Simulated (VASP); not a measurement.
# In2Os (Fm-3m) in VASP: single point with r2SCAN

Aim: the single point of In2Os with r2SCAN.

Everything below comes from runs of VASP 6.6.1. Logs are shortened: lines on timing, memory, paths and dates and some standing lists are left out, and cuts for length are marked.

### 1 The crystal as given

Symmetry: Fm-3m, No. 225, cubic system. Conventional cell: a = 6.300 Å, b = 6.300 Å, c = 6.300 Å, α = 90.00°, β = 90.00°, γ = 90.00°. Around Os (site symmetry m-3m) lie 8 In at 2.73 Å. In (site symmetry -43m) is surrounded by 4 Os at 2.73 Å.

The cell was built by a generator and needn't be a form met in nature.

### 2 Single point, r2SCAN

The input, POSCAR:

```
In2Os
1.0
    0.0000000000      3.1499276300      3.1499276300
    3.1499276300      0.0000000000      3.1499276300
    3.1499276300      3.1499276300      0.0000000000
Os In
1 2
Direct
    0.0000000000      0.0000000000      0.0000000000
    0.2500000000      0.2500000000      0.2500000000
    0.7500000000      0.7500000000      0.7500000000
```

The input, INCAR.step1:

```
ALGO = Normal ; EDIFF = 1E-4
ENCUT = 520 ; GGA = PE
ISMEAR = -5 ; LASPH = True
LCHARG = False ; LMAXMIX = 4
LREAL = False ; LWAVE = True
NBANDS = 24 ; NELM = 100
PREC = Accurate ; SIGMA = 0.1
```

The input, INCAR.step2:

```
ALGO = Normal ; EDIFF = 1E-6
ENCUT = 520 ; ISIF = 2
ISMEAR = -1 ; ISTART = 1
LASPH = True ; LCHARG = False
LMAXMIX = 4 ; LMIXTAU = True
LORBIT = 10 ; LREAL = False
LWAVE = False ; METAGGA = R2SCAN
NBANDS = 24 ; NELM = 100
PREC = Accurate ; SIGMA = 0.1
```

The input, KPOINTS:

```
k-points
0
Gamma
  9 9 9
```

Potentials or basis: VASP PAW PBE potentials, release 64 (Os, In_d).

On the command line:

```sh
$ cat potpaw_PBE.64/Os/POTCAR potpaw_PBE.64/In_d/POTCAR > POTCAR
$ cp INCAR.step1 INCAR
$ mpirun -np 1 vasp_std > vasp.out
$ cp INCAR.step2 INCAR
$ mpirun -np 1 vasp_std > vasp.out
```

OUTCAR:

```text
EDIFF = 1E-6
   ENCUT = 520
   ISIF = 2
   ISMEAR = -1
   ISTART = 1
   LASPH = True
   LORBIT = 10
   LREAL = False
   METAGGA = R2SCAN
   NELM = 100
   PREC = Accurate

 ion  position               nearest neighbor table
   1  0.000  0.000  0.000-   3 2.73   3 2.73   3 2.73   2 2.73   2 2.73   2 2.73   3 2.73   2 2.73

   2  0.250  0.250  0.250-   1 2.73   1 2.73   1 2.73   1 2.73   3 3.15   3 3.15   3 3.15   3 3.15
                             3 3.15   3 3.15
   3  0.750  0.750  0.750-   1 2.73   1 2.73   1 2.73   1 2.73   2 3.15   2 3.15   2 3.15   2 3.15
                             2 3.15   2 3.15

  LATTYP: Found a face centered cubic cell.
 ALAT       =     6.2998552600

  Lattice vectors:

 A1 = (   0.0000000000,   3.1499276300,   3.1499276300)
 A2 = (   3.1499276300,   0.0000000000,   3.1499276300)
 A3 = (   3.1499276300,   3.1499276300,   0.0000000000)

Analysis of symmetry for initial positions (statically):
=====================================================================
 Subroutine PRICEL returns:
 Original cell was already a primitive cell.

 Routine SETGRP: Setting up the symmetry group for a
 face centered cubic supercell.

 Subroutine GETGRP returns: Found 48 space group operations
 (whereof 48 operations were pure point group operations)
 out of a pool of 48 trial point group operations.

The static configuration has the point symmetry O_h .

Analysis of symmetry for dynamics (positions and initial velocities):
=====================================================================
 Subroutine PRICEL returns:
 Original cell was already a primitive cell.

 Routine SETGRP: Setting up the symmetry group for a
 face centered cubic supercell.

 Subroutine GETGRP returns: Found 48 space group operations
 (whereof 48 operations were pure point group operations)
 out of a pool of 48 trial point group operations.

The dynamic configuration has the point symmetry O_h .

 Subroutine INISYM returns: Found 48 space group operations
 (whereof 48 operations are pure point group operations),
 and found     1 'primitive' translations

----------------------------------------------------------------------------------------

                                     Primitive cell

  volume of cell :      62.5074

  direct lattice vectors                    reciprocal lattice vectors
     0.000000000  3.149927630  3.149927630    -0.158733806  0.158733806  0.158733806
     3.149927630  0.000000000  3.149927630     0.158733806 -0.158733806  0.158733806
     3.149927630  3.149927630  0.000000000     0.158733806  0.158733806 -0.158733806

  length of vectors
     4.454670375  4.454670375  4.454670375     0.274935016  0.274935016  0.274935016

  position of ions in fractional coordinates (direct lattice)
     0.000000000  0.000000000  0.000000000
     0.250000000  0.250000000  0.250000000
     0.750000000  0.750000000  0.750000000

  ion indices of the primitive-cell ions
   primitive index   ion index
                 1           1
                 2           2
                 3           3

----------------------------------------------------------------------------------------

 KPOINTS: k-points

Automatic generation of k-mesh.
 Grid dimensions read from file:
 generate k-points for:    9    9    9

 Generating k-lattice:

  Cartesian coordinates                     Fractional coordinates (reciprocal lattice)
    -0.017637090  0.017637090  0.017637090     0.111111111  0.000000000  0.000000000
     0.017637090 -0.017637090  0.017637090     0.000000000  0.111111111  0.000000000
     0.017637090  0.017637090 -0.017637090     0.000000000  0.000000000  0.111111111

  Length of vectors
     0.030548335  0.030548335  0.030548335

  Shift w.r.t. Gamma in fractional coordinates (k-lattice)
     0.000000000  0.000000000  0.000000000

 Subroutine IBZKPT returns following result:
 ===========================================

 Found     35 irreducible k-points:

 Following reciprocal coordinates:
            Coordinates               Weight
  0.000000  0.000000  0.000000      1.000000
  0.111111  0.000000  0.000000      8.000000
  0.222222  0.000000  0.000000      8.000000
  0.333333  0.000000  0.000000      8.000000
  0.444444  0.000000  0.000000      8.000000
  0.111111  0.111111  0.000000      6.000000
[... 16 lines left out ...]
 -0.333333  0.333333  0.000000     12.000000
  0.444444  0.444444  0.000000      6.000000
 [... further k-points ...]
   k-points           NKPTS =     35   k-points in BZ     NKDIM =     35   number of bands    NBANDS=     24
   number of dos      NEDOS =    301   number of ions     NIONS =      3
   total plane-waves  NPLWV =  46656
   dimension x,y,z NGX =    36 NGY =   36 NGZ =   36
   dimension x,y,z NGXF=    72 NGYF=   72 NGZF=   72
   ions per type =               1   2
   NGX,Y,Z   is equivalent  to a cutoff of  13.44, 13.44, 13.44 a.u.
   NGXF,Y,Z  is equivalent  to a cutoff of  26.87, 26.87, 26.87 a.u.
 SYSTEM =  unknown system
   PREC   = accura    normal or accurate (medium, high low for compatibility)
   ISTART =      1    job   : 0-new  1-cont  2-samecut
   ICHARG =      0    charge: 1-file 2-atom 10-const
   ISPIN  =      1    spin polarized calculation?
   LNONCOLLINEAR =      F non collinear calculations
   LSORBIT =      F    spin-orbit coupling
   LASPH  =      T    aspherical Exc in radial PAW
   ENCUT  =  520.0 eV  38.22 Ry    6.18 a.u.   8.28  8.28  8.28*2*pi/ulx,y,z
   NELM   =    100;   NELMIN=  2; NELMDL=  0     # of ELM steps
   EDIFF  = 0.1E-05   stopping-criterion for ELM
   LREAL  =      F    real-space projection
   EDIFFG = 0.1E-04   stopping-criterion for IOM
   NSW    =      0    number of steps for IOM
   IBRION =     -1    ionic relax: 0-MD 1-quasi-New 2-CG
   NFREE  =      0    steps in history (QN), initial steepest desc. (CG)
   ISIF   =      2    stress and relaxation
   ISYM   =      2    0-nonsym 1-usesym 2-fastsym
   POTIM  = 0.5000    time-step for ionic-motion
   TEBEG  =    0.0;   TEEND  =   0.0 temperature during run
   PSTRESS=    0.0 pullay stress
   NELECT =      34.0000    total number of electrons
   NUPDOWN=      -1.0000    fix difference up-down
   EMIN   =  10.00;   EMAX   =-10.00  energy-range for DOS
   EFERMI =   0.00;   METHOD = LEGACY
   ISMEAR =    -1;   SIGMA  =   0.10  broadening in eV -4-tet -1-fermi 0-gaus
   EFERMI_NEDOS =   21; number of points for ismear=-14 and -15
   IALGO  =     38    algorithm
   IMIX   =      4    mixing-type and parameters
     AMIX     =   0.40;   BMIX     =  1.00
     AMIX_MAG =   1.60;   BMIX_MAG =  1.00
  volume/ion in A,a.u.               =      20.84       140.61
  Fermi-wavevector in a.u.,A,eV,Ry     =   1.336361  2.525357 24.298122  1.785862
  Thomas-Fermi vector in A             =   2.464994
   LORBIT       =     10    0 simple, 1 ext, 2 COOP (PROOUT), +10 PAW based schemes
   METAGGA = R2SCAN    functional components
   LHFCALC =     F    Hartree Fock is set to
   AEXX    =    0.0000 exact exchange contribution
   IVDW    =     0    specifies the selected vdW correction
   LEPSILON=     F    determine dielectric tensor
   LRPA    =     F    only Hartree local field effects (RPA)
 non-spin polarized calculation
  energy-cutoff  :      520.00
  volume of cell :       62.51
 maximum number of plane-waves:      1705
 NGX is ok and might be reduce to    36

 number of electron      34.0000004 magnetization

 Free energy of the ion-electron system (eV)
  ---------------------------------------------------
  ext. energy  EPLUGINS =         0.00000000
  ---------------------------------------------------
  free energy    TOTEN  =       -97.23206046 eV

  energy without entropy =      -97.19230644  energy(sigma->0) =      -97.21218345

 E-fermi :   7.6544     XC(G=0): -12.1862

 val. band max:        7.5384138017   @ k =  -0.3333   0.3333   0.0000
 cond. band min:       7.6756206895   @ k =  -0.3333   0.3333   0.1111
 fundamental gap:      0.1372068879
 Fermi energy:         7.6544027218

 k-point     1 :       0.0000    0.0000    0.0000
  band No.  band energies     occupation
      1      -7.3689      2.00000
      2      -7.3689      2.00000
      3      -7.1466      2.00000
      4      -7.1466      2.00000
      5      -7.1466      2.00000
      6      -6.7846      2.00000
[... 16 lines left out ...]
     23      14.3466      0.00000
     24      14.4752      0.00000

 k-point     2 :       0.1111    0.0000    0.0000
  band No.  band energies     occupation
      1      -7.3439      2.00000
      2      -7.3439      2.00000
      3      -7.1493      2.00000
      4      -7.1356      2.00000
      5      -7.1356      2.00000
      6      -6.7946      2.00000
[... 16 lines left out ...]
     23      14.4521      0.00000
     24      15.0839      0.00000

 k-point     3 :       0.2222    0.0000    0.0000
  band No.  band energies     occupation
      1      -7.2719      2.00000
      2      -7.2719      2.00000
      3      -7.1450      2.00000
      4      -7.1039      2.00000
      5      -7.1039      2.00000
      6      -6.8241      2.00000
[... 16 lines left out ...]
     23      14.4935      0.00000
     24      15.5823      0.00000
[... 514 lines left out ...]
 k-point    23 :      -0.3333    0.3333    0.0000
  band No.  band energies     occupation
      1      -7.1658      2.00000
      2      -7.1305      2.00000
      3      -7.1244      2.00000
      4      -7.0365      2.00000
      5      -6.9858      2.00000
      6      -6.9212      2.00000
[... 16 lines left out ...]
     23      16.0537      0.00000
     24      17.3442      0.00000

 k-point    24 :       0.4444    0.4444    0.0000
  band No.  band energies     occupation
      1      -7.2944      2.00000
      2      -7.2751      2.00000
      3      -7.0980      2.00000
      4      -6.9776      2.00000
      5      -6.9776      2.00000
      6      -6.9205      2.00000
[... 16 lines left out ...]
     23      19.0290      0.00000
     24      19.6866      0.00000

 [... further k-points ...]

------------------------ aborting loop because EDIFF is reached ----------------------------------------

  FORCE on cell =-STRESS in cart. coord.  units (eV):
  Direction    XX          YY          ZZ          XY          YZ          ZX
  --------------------------------------------------------------------------------------
  -------------------------------------------------------------------------------------
  Total        1.6227897      1.6227897      1.6227897      0.0000000      0.0000000      0.0000000
  in kB       41.5949972     41.5949972     41.5949972      0.0000000      0.0000000      0.0000000
  external PRESSURE =      41.5949972 kB  Pullay stress =       0.0000000 kB

 VOLUME and BASIS-vectors are now :
 -----------------------------------------------------------------------------
  energy-cutoff  :      520.00
  volume of cell :       62.51
      direct lattice vectors                 reciprocal lattice vectors
     0.000000000  3.149927630  3.149927630    -0.158733806  0.158733806  0.158733806
     3.149927630  0.000000000  3.149927630     0.158733806 -0.158733806  0.158733806
     3.149927630  3.149927630  0.000000000     0.158733806  0.158733806 -0.158733806

 POSITION                                       TOTAL-FORCE (eV/Angst)
 -----------------------------------------------------------------------------------
      0.00000      0.00000      0.00000         0.000000      0.000000      0.000000
      1.57496      1.57496      1.57496         0.000000      0.000000      0.000000
      4.72489      4.72489      4.72489        -0.000000     -0.000000     -0.000000
 -----------------------------------------------------------------------------------
    total drift:                                0.000000      0.000000      0.000000

  FREE ENERGIE OF THE ION-ELECTRON SYSTEM (eV)
  ---------------------------------------------------
  free  energy   TOTEN  =       -97.2320604590 eV

  energy  without entropy=      -97.1923064378  energy(sigma->0) =      -97.21218345

 total charge

# of ion       s       p       d       tot
------------------------------------------
    1        0.625   0.371   6.365   7.361
    2        0.868   0.801   9.906  11.575
    3        0.868   0.801   9.906  11.575
--------------------------------------------------
tot          2.361   1.973  26.178  30.511
```

It took 3 min on 1 thread of Intel Xeon Platinum 8259CL at 2.50GHz (Skylake/Cascade Lake), shared host; peak memory 0.24 GiB.

What came out:

* Free energy: -97.2321 eV
* Pressure: 4.2 GPa
* Band gap on the k mesh: none (metal or under the smearing width)
* Valence electrons inside the program's atomic spheres: Os 7.36; In 11.57

Levels at points of the mesh, in eV from the Fermi level:
| k point | band 14 | band 15 | band 16 | band 17 | band 18 | band 19 | band 20 | band 21 |
| --- | --- | --- | --- | --- | --- | --- | --- | --- |
| (0.00, 0.00, 0.00) | -3.05 | -0.84 | -0.84 | 1.96 | 5.97 | 5.97 | 5.97 | 6.69 |

Caveat: the PAW data sets were made with another functional, which shifts forces and pressure a little.
